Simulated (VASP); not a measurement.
VASP ran on this input.

**KPOINTS**
```
Automatic mesh
0
Gamma
16 16 16
0 0 0
```

**POSCAR**
```
Ir
1.0
  0.0000000000   1.9069018822   1.9069018822
  1.9069018822   0.0000000000   1.9069018822
  1.9069018822   1.9069018822   0.0000000000
Ir
1
direct
  0.0000000000   0.0000000000   0.0000000000
```

### INCAR
```
SYSTEM  =  Ir
PREC  =  Accurate; ENCUT  =  480; LREAL  =  .FALSE.
LASPH  =  .TRUE.
EDIFF  =  1E-7; NELM  =  100; ALGO  =  Normal
LMAXMIX  =  6; LMIXTAU  =  .TRUE.
ISMEAR  =  1; SIGMA  =  0.1
METAGGA  =  R2SCAN
ISIF  =  2
LWAVE  =  .FALSE.; LCHARG  =  .FALSE.
```

POTCAR, in this order: Ir (PBE.64 set). Program: vasp_std.

Problem. Write an equivalent input for Ansatz.

Solution. One equivalent input (not run):
Ansatz 0.2 input:
```yaml
crystal:
  lattice:
    - [0.0000000, 1.9069019, 1.9069019]
    - [1.9069019, 0.0000000, 1.9069019]
    - [1.9069019, 1.9069019, 0.0000000]
  atoms:
    - { symbol: Ir, position: [0.0000000, 0.0000000, 0.0000000] }
kpoints:
  mp_grid: { grid: [16, 16, 16] }
hamiltonian:
  xc: r2scan
  pseudopotentials: { kind: paw }
scf:
  occupations: { method: methfessel_paxton, width: 0.1 }
  max_iter: 100
output: { forces: true, stress: true, eigenvalues: true }
```
Limits of the translation: each code has its own PAW files, so the cut-off isn't converted (ENCUT is set for VASP's; basis.ecutwfc is left out, and Ansatz then takes the one that its files recommend); Ansatz stops its SCF on the density residual and VASP on the energy change (EDIFF).

The compound is Ir in the fcc structure. This cell was strained or had an atom moved on purpose.
